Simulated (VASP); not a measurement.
A convergence study with VASP on ZnSe (zinc blende): one setting is varied, all else stays as given below, so the limit is that of these other settings.

```
CELL_PARAMETERS angstrom
      0.00000     2.83500     2.83500
      2.83500     0.00000     2.83500
      2.83500     2.83500     0.00000
ATOMIC_POSITIONS crystal
  Zn 0.00000 0.00000 0.00000
  Se 0.25000 0.25000 0.25000
```

Method: PBEsol GGA, VASP's PBE PAW potentials (set 64) (plane waves; VASP). The tightest run used: 550 eV cut-off, 17×17×17 Γ-centred mesh, tetrahedra with Blöchl corrections, potentials Zn Se.

Gaps are read on the run's mesh, which can miss a band edge.

| setting | E (eV/atom) | pressure (GPa) | gap on the mesh (eV) | irreducible k-points |
|---|---|---|---|---|
| 3×3×3 mesh | -3.2384 | 0.40 | 1.121 | 4 |
| 4×4×4 mesh | -3.3499 | -0.61 | 1.151 | 8 |
| 5×5×5 mesh | -3.3757 | -0.87 | 1.160 | 10 |

Question: These are the cheaper rows. Estimate the results at 17×17×17 mesh, and how far the last row shown lies from them.

Answer: 
```csv
quantity,tightest run,last row shown is off by
E (eV/atom),-3.3860,0.0103
pressure (GPa),-0.96,0.09
gap on the mesh (eV),1.166,-0.006
```

Left out are rungs that failed or repeat a setting and relaxations that didn't move; long series are thinned to 24 rows.

The compound is ZnSe in the zinc blende structure. The cell was not relaxed at this level.
